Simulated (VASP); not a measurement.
Level of theory: LDA (Ceperley-Alder, Perdew-Zunger), VASP's LDA PAW potentials (set 64) (plane waves; VASP 6.6.1).

VASP ran on this input.

### INCAR
```
IBRION  =  2   ! conjugate gradients
LASPH  =  .True.   ! aspherical one-centre terms
PSTRESS  =  300
EDIFF  =  1E-6   ! SCF stop (eV)
SYSTEM  =  FeAl
LREAL  =  .False.   ! projection in real space or not
SIGMA  =  0.1   ! width (eV)
PREC  =  Accurate
ENCUT  =  500   ! plane-wave cut-off (eV)
ISMEAR  =  1
NELM  =  100   ! most electronic steps
LCHARG  =  .False.
ALGO  =  Normal
ISIF  =  3   ! ions, shape and volume
LMAXMIX  =  4
NSW  =  40   ! most ionic steps
LWAVE  =  .False.
EDIFFG  =  -0.02   ! ionic stop
```

POSCAR:
```
FeAl
1.0
  2.7096684100   0.0000000000   0.0000000000
  0.0000000000   2.7096684100   0.0000000000
  0.0000000000   0.0000000000   2.7096684100
Al Fe
1 1
Direct
  0.5000000000   0.5000000000   0.5000000000
  0.0000000000   0.0000000000   0.0000000000
```

KPOINTS:
```
K-points
0
G
  13 13 13
```

POTCAR, in this order: Al Fe (LDA.64 set). Program: vasp_std.

The resulting files:

### OUTCAR
```
 ion  position               nearest neighbor table
   1  0.500  0.500  0.500-   2 2.35   2 2.35   2 2.35   2 2.35   2 2.35   2 2.35   2 2.35   2 2.35
  LATTYP: Found a simple cubic cell.
 ALAT       =     2.7096684100
 Subroutine PRICEL returns:
 Original cell was already a primitive cell.
 Subroutine GETGRP returns: Found 48 space group operations
The static configuration has the point symmetry O_h .
The dynamic configuration has the point symmetry O_h .
 Subroutine INISYM returns: Found 48 space group operations
 Subroutine IBZKPT returns following result:
 Found     84 irreducible k-points:

 Following reciprocal coordinates:
            Coordinates               Weight
  0.000000  0.000000  0.000000      1.000000
  0.076923  0.000000  0.000000      6.000000
  0.153846  0.000000  0.000000      6.000000
  0.230769  0.000000  0.000000      6.000000
  0.307692  0.000000  0.000000      6.000000
  0.384615  0.000000  0.000000      6.000000
  0.461538  0.000000  0.000000      6.000000
  0.076923  0.076923  0.000000     12.000000
  0.153846  0.076923  0.000000     24.000000
  0.230769  0.076923  0.000000     24.000000
  0.307692  0.076923  0.000000     24.000000
  0.384615  0.076923  0.000000     24.000000
  0.461538  0.076923  0.000000     24.000000
  0.153846  0.153846  0.000000     12.000000
  0.230769  0.153846  0.000000     24.000000
  0.307692  0.153846  0.000000     24.000000
  0.384615  0.153846  0.000000     24.000000
  0.461538  0.153846  0.000000     24.000000
  0.230769  0.230769  0.000000     12.000000
  0.307692  0.230769  0.000000     24.000000
  0.384615  0.230769  0.000000     24.000000
  0.461538  0.230769  0.000000     24.000000
  0.307692  0.307692  0.000000     12.000000
  0.384615  0.307692  0.000000     24.000000
  0.461538  0.307692  0.000000     24.000000
  0.384615  0.384615  0.000000     12.000000
  0.461538  0.384615  0.000000     24.000000
  0.461538  0.461538  0.000000     12.000000
  0.076923  0.076923  0.076923      8.000000
  0.153846  0.076923  0.076923     24.000000
  0.230769  0.076923  0.076923     24.000000
  0.307692  0.076923  0.076923     24.000000
  0.384615  0.076923  0.076923     24.000000
  0.461538  0.076923  0.076923     24.000000
  0.153846  0.153846  0.076923     24.000000
  0.230769  0.153846  0.076923     48.000000
  0.307692  0.153846  0.076923     48.000000
  0.384615  0.153846  0.076923     48.000000
  0.461538  0.153846  0.076923     48.000000
  0.230769  0.230769  0.076923     24.000000
   k-points           NKPTS =     84   k-points in BZ     NKDIM =     84   number of bands    NBANDS=      9
   number of dos      NEDOS =    301   number of ions     NIONS =      2
   total plane-waves  NPLWV =   8000
   dimension x,y,z NGX =    20 NGY =   20 NGZ =   20
   dimension x,y,z NGXF=    40 NGYF=   40 NGZF=   40
   ions per type =               1   1
   PREC   = accura    normal or accurate (medium, high low for compatibility)
   ISTART =      0    job   : 0-new  1-cont  2-samecut
   ICHARG =      2    charge: 1-file 2-atom 10-const
   ISPIN  =      1    spin polarized calculation?
   LNONCOLLINEAR =      F non collinear calculations
   LSORBIT =      F    spin-orbit coupling
   INIWAV =      1    electr: 0-lowe 1-rand  2-diag
   ENCUT  =  500.0 eV  36.75 Ry    6.06 a.u.   4.94  4.94  4.94*2*pi/ulx,y,z
   NELM   =    100;   NELMIN=  2; NELMDL= -5     # of ELM steps
   EDIFF  = 0.1E-05   stopping-criterion for ELM
   LREAL  =      F    real-space projection
   NLSPLINE    = F    spline interpolate recip. space projectors
   LMAXMIX     =    4 max onsite mixed and CHGCAR
   VOSKOWN=      0    Vosko Wilk Nusair interpolation
...
```

### OSZICAR
```
       N       E                     dE             d eps       ncg     rms          rms(c)
DAV:   1     0.303991134633E+02    0.30399E+02   -0.50213E+03  1528   0.127E+03
DAV:   2    -0.148577513285E+02   -0.45257E+02   -0.43467E+02  1513   0.182E+02
DAV:   3    -0.159690773777E+02   -0.11113E+01   -0.10931E+01  1828   0.404E+01
DAV:   4    -0.159885464764E+02   -0.19469E-01   -0.19457E-01  1902   0.463E+00
DAV:   5    -0.159889351437E+02   -0.38867E-03   -0.38864E-03  1853   0.575E-01    0.156E+01
DAV:   6    -0.166010196779E+02   -0.61208E+00   -0.53221E+01  1710   0.131E+02    0.131E+01
DAV:   7    -0.141834814296E+02    0.24175E+01   -0.23197E+01  1711   0.791E+01    0.266E+00
DAV:   8    -0.141226321525E+02    0.60849E-01   -0.21907E-01  1860   0.700E+00    0.113E+00
DAV:   9    -0.141068888871E+02    0.15743E-01   -0.27373E-02  2059   0.240E+00    0.274E-01
DAV:  10    -0.141066899296E+02    0.19896E-03   -0.45852E-04  1973   0.353E-01    0.174E-01
DAV:  11    -0.141066623025E+02    0.27627E-04   -0.30211E-05  1619   0.563E-02    0.129E-02
DAV:  12    -0.141066621451E+02    0.15735E-06   -0.74364E-07  1080   0.139E-02
   1 F= -.10381380E+02 E0= -.10381380E+02  d E =-.103814E+02
```

OUTCAR:
```
------------------------ aborting loop because EDIFF is reached ----------------------------------------
  FORCE on cell =-STRESS in cart. coord.  units (eV):
  Direction    XX          YY          ZZ          XY          YZ          ZX
  --------------------------------------------------------------------------------------
  Total        3.7084544      3.7084544      3.7084544     -0.0000000      0.0000000     -0.0000000
  in kB      298.6448871    298.6448871    298.6448871     -0.0000000      0.0000000     -0.0000000
  external PRESSURE =      -1.3551129 kB  Pullay stress =     300.0000000 kB
  volume of cell :       19.90
      direct lattice vectors                 reciprocal lattice vectors
     2.709668410  0.000000000  0.000000000     0.369048846  0.000000000  0.000000000
     0.000000000  2.709668410  0.000000000     0.000000000  0.369048846  0.000000000
     0.000000000  0.000000000  2.709668410     0.000000000  0.000000000  0.369048846
 POSITION                                       TOTAL-FORCE (eV/Angst)
 -----------------------------------------------------------------------------------
      1.35483      1.35483      1.35483         0.000000      0.000000      0.000000
      0.00000      0.00000      0.00000         0.000000      0.000000      0.000000
 -----------------------------------------------------------------------------------
    total drift:                               -0.000000      0.000000     -0.000000
  FREE ENERGIE OF THE ION-ELECTRON SYSTEM (eV)
  ---------------------------------------------------
  free  energy   TOTEN  =       -14.1066621451 eV

  energy  without entropy=      -14.1066617275  energy(sigma->0) =      -14.10666201
  enthalpy is  TOTEN    =       -10.3813804617 eV   P V=        3.7252816834

 reached required accuracy - stopping structural energy minimisation
```
(Selected blocks of OUTCAR.)

The compound is FeAl in the CsCl type structure. It was relaxed first under an external pressure of 30 GPa. The run is not spin-polarised, so no magnetic state was tried. The electron count is odd and the run is not spin-polarised, which forces a metal.
